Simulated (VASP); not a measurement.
Data:

```xyz
2
Lattice="0.0000 2.8076 2.8076 2.8076 0.0000 2.8076 2.8076 2.8076 0.0000" Properties=species:S:1:pos:R:3 pbc="T T T"
Ge     0.0000     0.0000     0.0000
Ge     1.4038     1.4038     1.4038
```

These are r2SCAN meta-GGA, VASP's PBE PAW potentials (set 64) (plane waves; VASP 6.6.1) values and carry that method's errors. Numerical set-up: 520 eV cut-off, 8×8×8 Γ-centred mesh, Gaussian smearing of 0.050 eV, potentials Ge_d.

**Question.** The job: Ge (diamond), 2 atoms, r2SCAN, static run, 520 eV, 8×8×8 Γ-centred mesh. Roughly how much core time does it take on a busy server core?

**Answer.** About 90 core-seconds (one run on a shared machine, a rough figure). It had 29 irreducible k-points, 18 bands, up to 1243 plane waves and 17 electronic steps.

The compound is Ge in the diamond structure. This cell is one point of a volume scan, at 0.97 of the reference volume.
